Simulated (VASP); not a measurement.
# GW on AlN, part 3 of 4

How does the gap of AlN change from the starting functional to GW? The cell is of the wurtzite type, one of the forms listed for this formula. The start is a cell from a database of measured crystal structures.

VASP 6.6.1, plane waves and PAW; the level of theory is named at each step.

So far, gap on the k-mesh (eV): step 3 (empty bands, functional PBE) 4.21.

The database entry behind the starting cell differs from later determinations by our own check (inner coordinate u about 0.002 short), so it need not match the best structure at ambient conditions.

### Step 4. evGW0 (continued)

Level of this step: evGW0 on PBE; plane waves and PAW (Al_GW, N_GW) (VASP).

From OUTCAR (step 4):

```text
 Found     21 irreducible k-points:

   k-points           NKPTS =     21   k-points in BZ     NKDIM =    144   number of bands    NBANDS=    272

   NELECT =      16.0000    total number of electrons

 E-fermi :   7.2138

 QP shifts <psi_nk| G(iteration)W_0 |psi_nk>: iteration 1
 for sc-GW calculations column KS-energies equals QP-energies in previous step
 and V_xc(KS)=  KS-energies - (<T + V_ion + V_H > + <T+V_H+V_ion>^1  + <V_x>^1)
 k-point   1 :       0.0000    0.0000    0.0000
  band No.  KS-energies  QP-energies   sigma(KS)   V_xc(KS)     V^pw_x(r,r')   Z            occupation Imag(sigma)
    ...
      5       4.2707       3.1512     -17.7499     -16.3022     -20.5936       0.7732       2.0000       0.0800
      6       4.9259       3.8860     -18.1062     -16.7692     -20.7878       0.7778       2.0000       0.0769
      7       4.9259       3.8860     -18.1062     -16.7692     -20.7878       0.7778       2.0000       0.0769
      8       5.1065       4.1059     -18.1660     -16.8772     -20.8052       0.7764       2.0000       0.0757
      9       9.3212       9.9829     -11.6837     -12.4994      -7.8535       0.8112       0.0000      -0.0739
     10      11.7651      12.5407     -10.0158     -10.9646      -5.7028       0.8175       0.0000      -0.0832
     11      15.7169      16.7375     -12.5965     -13.9501      -7.1037       0.7540       0.0000      -0.1502
     12      16.2654      17.0844      -8.8732      -9.8925      -3.9408       0.8035       0.0000      -0.1235
    ...

 k-point   2 :       0.1667    0.0000    0.0000
  band No.  KS-energies  QP-energies   sigma(KS)   V_xc(KS)     V^pw_x(r,r')   Z            occupation Imag(sigma)
    ...
      5       3.6355       2.4991     -17.1107     -15.6378     -19.9184       0.7716       2.0000       0.0812
      6       3.8801       2.7146     -17.4134     -15.9009     -20.3163       0.7706       2.0000       0.0821
      7       4.8453       3.7963     -18.0945     -16.7435     -20.8044       0.7764       2.0000       0.0771
      8       4.9341       3.9104     -18.0524     -16.7327     -20.7338       0.7757       2.0000       0.0761
      9      10.6011      11.3446     -12.3182     -13.2456      -8.3619       0.8017       0.0000      -0.0731
     10      12.8265      13.6597     -10.3082     -11.3366      -5.8419       0.8102       0.0000      -0.0875
     11      14.2956      15.1116     -10.6245     -11.6622      -5.6993       0.7864       0.0000      -0.1179
     12      14.8925      15.7131      -9.8094     -10.8377      -4.9464       0.7981       0.0000      -0.1126
    ...

 k-point   3 :       0.3333    0.0000    0.0000
  band No.  KS-energies  QP-energies   sigma(KS)   V_xc(KS)     V^pw_x(r,r')   Z            occupation Imag(sigma)
    ...
      5       1.8130       0.5160     -16.2243     -14.5138     -19.5107       0.7583       2.0000       0.1076
      6       3.2891       2.0575     -17.0295     -15.4260     -20.0484       0.7681       2.0000       0.0868
      7       4.2381       3.1361     -17.3876     -15.9626     -20.1572       0.7734       2.0000       0.0777
      8       4.5872       3.5041     -17.9319     -16.5338     -20.6991       0.7747       2.0000       0.0779
      9      11.3511      12.0140      -9.9516     -10.7666      -5.7248       0.8133       0.0000      -0.0851
     10      11.8228      12.4668      -9.5964     -10.3899      -5.2641       0.8115       0.0000      -0.0913
     11      13.0744      13.9338     -11.0735     -12.1455      -6.5343       0.8017       0.0000      -0.0915
     12      15.4402      16.4395     -11.3848     -12.6639      -6.3047       0.7813       0.0000      -0.1177
    ...

 QP shifts <psi_nk| G(iteration)W_0 |psi_nk>: iteration 2
 k-point   1 :       0.0000    0.0000    0.0000
  band No. old QP-enery  QP-energies   sigma(KS)   T+V_ion+V_H  V^pw_x(r,r')   Z            occupation Imag(sigma)
    ...
      5       3.1512       2.9377     -17.6974      20.5729     -20.5936       0.7743       2.0000       0.0790
      6       3.8860       3.6875     -18.0637      21.6951     -20.7878       0.7798       2.0000       0.0756
      7       3.8860       3.6875     -18.0637      21.6951     -20.7878       0.7798       2.0000       0.0756
      8       4.1059       3.9117     -18.1268      21.9837     -20.8052       0.7799       2.0000       0.0744
      9       9.9829      10.0475     -11.7584      21.8206      -7.8535       0.8144       0.0000      -0.0758
     10      12.5407      12.6303     -10.0796      22.7297      -5.7028       0.8186       0.0000      -0.0841
     11      16.7375      16.8792     -12.7401      29.6670      -7.1037       0.7482       0.0000      -0.1653
     12      17.0844      17.1947      -8.9362      26.1580      -3.9408       0.8029       0.0000      -0.1272
    ...

 QP shifts <psi_nk| G(iteration)W_0 |psi_nk>: iteration 3
 k-point   1 :       0.0000    0.0000    0.0000
  band No. old QP-enery  QP-energies   sigma(KS)   T+V_ion+V_H  V^pw_x(r,r')   Z            occupation Imag(sigma)
    ...
      5       2.9377       2.8952     -17.6900      20.5729     -20.5936       0.7748       2.0000       0.0787
      6       3.6875       3.6479     -18.0583      21.6951     -20.7878       0.7802       2.0000       0.0753
      7       3.6875       3.6479     -18.0583      21.6951     -20.7878       0.7802       2.0000       0.0753
      8       3.9117       3.8731     -18.1215      21.9837     -20.8052       0.7801       2.0000       0.0742
      9      10.0475      10.0506     -11.7693      21.8206      -7.8535       0.8147       0.0000      -0.0758
     10      12.6303      12.6391     -10.0886      22.7297      -5.7028       0.8187       0.0000      -0.0840
     11      16.8792      16.8954     -12.7662      29.6670      -7.1037       0.7490       0.0000      -0.1680
     12      17.1947      17.2084      -8.9461      26.1580      -3.9408       0.8028       0.0000      -0.1280
    ...

 QP shifts <psi_nk| G(iteration)W_0 |psi_nk>: iteration 4
 k-point   1 :       0.0000    0.0000    0.0000
  band No. old QP-enery  QP-energies   sigma(KS)   T+V_ion+V_H  V^pw_x(r,r')   Z            occupation Imag(sigma)
    ...
      5       2.8952       2.8865     -17.6889      20.5729     -20.5936       0.7749       2.0000       0.0786
      6       3.6479       3.6398     -18.0577      21.6951     -20.7878       0.7802       2.0000       0.0752
      7       3.6479       3.6398     -18.0577      21.6951     -20.7878       0.7802       2.0000       0.0752
      8       3.8731       3.8651     -18.1209      21.9837     -20.8052       0.7803       2.0000       0.0741
      9      10.0506      10.0497     -11.7710      21.8206      -7.8535       0.8148       0.0000      -0.0758
     10      12.6391      12.6396     -10.0901      22.7297      -5.7028       0.8188       0.0000      -0.0840
     11      16.8954      16.8967     -12.7699      29.6670      -7.1037       0.7490       0.0000      -0.1683
     12      17.2084      17.2099      -8.9477      26.1580      -3.9408       0.8028       0.0000      -0.1281
    ...

[... 8 parts as in an earlier step ...]

[... 26 further parts left out ...]
```

Numbers from this step:

```yaml
quasiparticle_gap_on_the_mesh: 6.185 eV
smallest_direct_quasiparticle_gap_on_the_mesh: 6.185 eV
gap_of_the_starting_orbitals_on_the_mesh: 4.215 eV
```

QP gap by iteration, by row:

```tsv
iteration	gap (eV)	direct gap (eV)
1	5.877	5.877
2	6.136	6.136
3	6.178	6.178
4	6.185	6.185
```

GW takes the gap from 4.215 to 6.185 eV. The last pass still moved it by +7 meV. The value holds for 272 bands, ENCUTGW = 200 eV and this mesh, and isn't shown to be converged in them.

### Step 5. Orbitals for another starting point

This step: PBE; plane waves and PAW (Al_GW, N_GW) (VASP 6.6.1).

A hybrid converges faster from good orbitals, so a cheap PBE run writes WAVECAR first.

INCAR reads:

```
SYSTEM = AlN
PREC = Accurate
ENCUT = 450
EDIFF = 1E-05
NELM = 100
ISMEAR = 0
SIGMA = 0.01
LREAL = .FALSE.
ALGO = Normal
GGA = PE
NBANDS = 14
LORBIT = 11
LWAVE = .TRUE.
LCHARG = .FALSE.
KPAR = 8
```

POSCAR reads:

```
AlN
1.0
    3.1130000000      0.0000000000      0.0000000000
   -1.5565000000      2.6959370820      0.0000000000
    0.0000000000      0.0000000000      4.9810000000
Al N
2 2
Direct
    0.3333333333      0.6666666667      0.0000000000
    0.6666666667      0.3333333333      0.5000000000
    0.3333333333      0.6666666667      0.3800000000
    0.6666666667      0.3333333333      0.8800000000
```

KPOINTS reads:

```
Automatic mesh
0
Gamma
6 6 4
0 0 0
```

PAW data sets: Al_GW and N_GW (PBE family, release 64).

Run with:

```console
$ mpirun -np 8 vasp_std
```

Output:

```text
[banner, memory and clock lines left out]
running    8 mpi-ranks, on    1 nodes
 distrk:  each k-point on    1 cores,    8 groups
 distr:  one band on    1 cores,    1 groups

 POSCAR found type information on POSCAR AlN
 POSCAR found :  2 types and       4 ions
 [... a notice as in an earlier step ...]

 LDA part: xc-table for (Slater+PW92), standard interpolation
 POSCAR, INCAR and KPOINTS ok, starting setup
 FFT: planning ... GRIDC
 FFT: planning ... GRID_SOFT
 FFT: planning ... GRID
 WAVECAR not read
 entering main loop
       N       E                     dE             d eps       ncg     rms          rms(c)
[... 11 cycles as in an earlier step ...]
DAV:  12    -0.298151576714E+02   -0.20792E-05   -0.52837E-06   510   0.199E-02
   1 F= -.29815158E+02 E0= -.29815158E+02  d E =-.824985E-18
 writing wavefunctions
```

Elapsed: 2 s, on 8 MPI ranks of AMD EPYC 9R45, shared host; peak memory 1.1 GiB.

From OUTCAR (step 5):

```text
   NELECT =      16.0000    total number of electrons

 E-fermi :   5.1639

 k-point     1 :       0.0000    0.0000    0.0000
  band No.  band energies     occupation
    ...
      4       4.2718      2.00000
      5       4.2718      2.00000
      6       4.9272      2.00000
      7       4.9272      2.00000
      8       5.1078      2.00000
      9       9.3216      0.00000
     10      11.7653      0.00000
     11      15.7176      0.00000
     12      16.2654      0.00000
     13      16.2654      0.00000
    ...

  Total        0.1851035      0.1851035      0.5994279      0.0000000      0.0000000      0.0000000
  in kB        7.0944684      7.0944684     22.9742917      0.0000000      0.0000000      0.0000000
  external PRESSURE =      12.3877428 kB  Pullay stress =       0.0000000 kB

 POSITION                                       TOTAL-FORCE (eV/Angst)
 -----------------------------------------------------------------------------------
     -0.00000      1.79729      0.00000        -0.000000      0.000000     -0.129500
      1.55650      0.89865      2.49050         0.000000     -0.000000     -0.129500
     -0.00000      1.79729      1.89278        -0.000000      0.000000      0.129500
      1.55650      0.89865      4.38328         0.000000     -0.000000      0.129500
 -----------------------------------------------------------------------------------
    total drift:                               -0.000000      0.000000     -0.000818

  FREE ENERGIE OF THE ION-ELECTRON SYSTEM (eV)
  ---------------------------------------------------
  free  energy   TOTEN  =       -29.8151576714 eV

  energy  without entropy=      -29.8151576714  energy(sigma->0) =      -29.81515767

[... 9 parts as in an earlier step ...]

[... 8 further parts left out ...]
```

This step gave:

- Fermi energy: 5.164 eV
- pressure: 1.239 GPa
- gap on the k-mesh: 4.214 eV
- least direct gap on the k-mesh: 4.214 eV

The run ends at a pressure of 1.24 GPa, with forces up to 0.13 eV/Å.

### Step 6. Another starting point

This step: HSE06; plane waves and PAW (Al_GW, N_GW) (VASP 6.6.1).

To see how much the result owes to its start, the ground state is made again with HSE06. EDIFF is tight for accurate orbitals, and a narrow smearing avoids fractional occupations.

INCAR reads:

```
SYSTEM = AlN
PREC = Accurate
ENCUT = 450
EDIFF = 1E-08
NELM = 100
ISMEAR = 0
SIGMA = 0.01
LREAL = .FALSE.
ALGO = Normal
LHFCALC = .TRUE.
AEXX = 0.25
GGA = PE
HFSCREEN = 0.2
LASPH = .TRUE.
NBANDS = 14
PRECFOCK = Fast
LORBIT = 11
LWAVE = .TRUE.
LCHARG = .FALSE.
KPAR = 8
```

POSCAR is that of step 5.

KPOINTS is that of step 5.

The WAVECAR or CHGCAR of an earlier step is read.

Run with:

```console
$ mpirun -np 8 vasp_std
```

Output:

```text
[banner, memory and clock lines left out]
running    8 mpi-ranks, on    1 nodes
 distrk:  each k-point on    1 cores,    8 groups
 distr:  one band on    1 cores,    1 groups

 POSCAR found type information on POSCAR AlN
 POSCAR found :  2 types and       4 ions
 [... a notice as in an earlier step ...]

 LDA part: xc-table for (Slater+PW92), standard interpolation
 found WAVECAR, reading the header
 POSCAR, INCAR and KPOINTS ok, starting setup
 FFT: planning ... GRIDC
 FFT: planning ... GRID_SOFT
 FFT: planning ... GRID
 reading WAVECAR
 the WAVECAR file was read successfully
 initial charge from wavefunction
 entering main loop
       N       E                     dE             d eps       ncg     rms          rms(c)
DAV:   1    -0.349600471309E+02   -0.34960E+02   -0.44250E-01   690   0.832E+00    0.482E-01
DAV:   2    -0.349638481515E+02   -0.38010E-02   -0.88780E-03   792   0.777E-01    0.303E-01
DAV:   3    -0.349628421956E+02    0.10060E-02   -0.27985E-04   798   0.179E-01    0.181E-01
DAV:   4    -0.349624704974E+02    0.37170E-03   -0.11757E-04   898   0.125E-01    0.109E-01
DAV:   5    -0.349623537694E+02    0.11673E-03   -0.39823E-05   792   0.831E-02    0.648E-02
DAV:   6    -0.349623150984E+02    0.38671E-04   -0.12588E-05   750   0.554E-02    0.376E-02
DAV:   7    -0.349623022285E+02    0.12870E-04   -0.46181E-06   768   0.341E-02    0.216E-02
DAV:   8    -0.349622979919E+02    0.42365E-05   -0.15411E-06   750   0.191E-02    0.126E-02
DAV:   9    -0.349622966427E+02    0.13492E-05   -0.53278E-07   798   0.108E-02    0.739E-03
DAV:  10    -0.349622962318E+02    0.41094E-06   -0.18977E-07   768   0.636E-03    0.438E-03
DAV:  11    -0.349622961124E+02    0.11934E-06   -0.67212E-08   786   0.384E-03    0.261E-03
DAV:  12    -0.349622960747E+02    0.37731E-07   -0.21796E-08   540   0.231E-03    0.155E-03
DAV:  13    -0.349622960601E+02    0.14589E-07   -0.12537E-08   438   0.135E-03    0.929E-04
DAV:  14    -0.349622960577E+02    0.24107E-08   -0.49321E-09   438   0.711E-04
   1 F= -.34962296E+02 E0= -.34962296E+02  d E =-.406719E-32
 writing wavefunctions
```

Run time: 98 s. Hardware: 8 MPI ranks; peak memory 1.9 GiB.

Parts of OUTCAR (step 6):

```text
   k-points           NKPTS =     21   k-points in BZ     NKDIM =    144   number of bands    NBANDS=     14

   NELECT =      16.0000    total number of electrons

  exchange ACFDT corr.  =         0.00000000  see jH, gK, PRB 81, 115126

 E-fermi :   4.2532

 k-point     1 :       0.0000    0.0000    0.0000
  band No.  band energies     occupation
    ...
      4       3.2539      2.00000
      5       3.2539      2.00000
      6       3.9775      2.00000
      7       3.9775      2.00000
      8       4.1729      2.00000
      9       9.7678      0.00000
     10      12.3220      0.00000
     11      16.6528      0.00000
     12      16.9639      0.00000
     13      16.9639      0.00000
    ...

 POSITION                                       TOTAL-FORCE (eV/Angst)
 -----------------------------------------------------------------------------------
     -0.00000      1.79729      0.00000         0.000000      0.000000     -0.127979
      1.55650      0.89865      2.49050        -0.000000      0.000000     -0.127979
     -0.00000      1.79729      1.89278         0.000000      0.000000      0.127979
      1.55650      0.89865      4.38328         0.000000      0.000000      0.127979
 -----------------------------------------------------------------------------------
    total drift:                               -0.000000      0.000000     -0.004503

  FREE ENERGIE OF THE ION-ELECTRON SYSTEM (eV)
  ---------------------------------------------------
  free  energy   TOTEN  =       -34.9622960577 eV

  energy  without entropy=      -34.9622960577  energy(sigma->0) =      -34.96229606

[... 8 parts as in an earlier step ...]

[... 8 further parts left out ...]
```

The PAW data sets were made with PBE, which is usual practice but a small mismatch for other functionals.

This step gave:

| Item | Value |
| --- | --- |
| free energy (TOTEN) | -34.96 eV |
| Fermi energy | 4.253 eV |
| gap on the k-mesh | 5.595 eV |
| least direct gap on the k-mesh | 5.595 eV |

### Step 7. Empty bands, functional HSE06

ALGO = Exact makes the empty bands from the converged ground state in one step. LOPTICS writes the k-derivatives of the orbitals (WAVEDER), which give the long-wavelength limit of the screening.

INCAR reads:

```
SYSTEM = AlN
PREC = Accurate
ENCUT = 450
ISMEAR = 0
SIGMA = 0.01
LREAL = .FALSE.
LHFCALC = .TRUE.
AEXX = 0.25
GGA = PE
HFSCREEN = 0.2
LASPH = .TRUE.
NBANDS = 272
PRECFOCK = Fast
ALGO = Exact
NELM = 1
LWAVE = .TRUE.
LCHARG = .FALSE.
LOPTICS = .TRUE.
NEDOS = 1000
CSHIFT = 0.1
```

POSCAR is that of step 6.

KPOINTS is that of step 6.

The run starts from files that an earlier step left in the folder.

Run with:

```console
$ mpirun -np 8 vasp_std
```

Output:

```text
[... set-up lines as in an earlier step ...]
 entering main loop
       N       E                     dE             d eps       ncg     rms          rms(c)
DIA:   1    -0.349622960678E+02   -0.34962E+02    0.00000E+00     0   0.000E+00
   1 F= -.34962296E+02 E0= -.34962296E+02  d E =-.206392E-13
 writing wavefunctions
 optical routines
 imaginary and real dielectric function
 recalculating local potential from charge density
 direction            1
 direction            2
 direction            3
```

It took 7.7 min on 8 MPI ranks; peak memory 2.5 GiB; 61 min of CPU time.

OUTCAR, selected parts (step 7):

```text
 POSITION                                       TOTAL-FORCE (eV/Angst)
 -----------------------------------------------------------------------------------
     -0.00000      1.79729      0.00000         0.000000     -0.000000     -0.127986
      1.55650      0.89865      2.49050         0.000000      0.000000     -0.127986
     -0.00000      1.79729      1.89278         0.000000      0.000000      0.127986
      1.55650      0.89865      4.38328        -0.000000     -0.000000      0.127986
 -----------------------------------------------------------------------------------
    total drift:                                0.000000     -0.000000     -0.004502

  FREE ENERGIE OF THE ION-ELECTRON SYSTEM (eV)
  ---------------------------------------------------
  free  energy   TOTEN  =       -34.9622960678 eV

  energy  without entropy=      -34.9622960678  energy(sigma->0) =      -34.96229607

[... 2 parts as in an earlier step ...]

[... 1 further part left out ...]
[key lines of the parts left out:]
E-fermi :   4.2192
```

(Continued in part 4 of 4.)

[Lines on the potential files, build, host, timing and source positions are cut from VASP's logs without a mark.]

[Logs are printed without paths, hosts, clocks, repeated set-up lines and the standing remarks that a program may print on its own settings, such as how far it seeks lower states.]

[Hosts, paths, dates, database ids (printed as entryN), source tags and the programs' standing remarks are cut or masked in the printed files.]

[Pressures printed for these runs are not shown converged in the cutoff: they can be off by several GPa and have the wrong sign.]
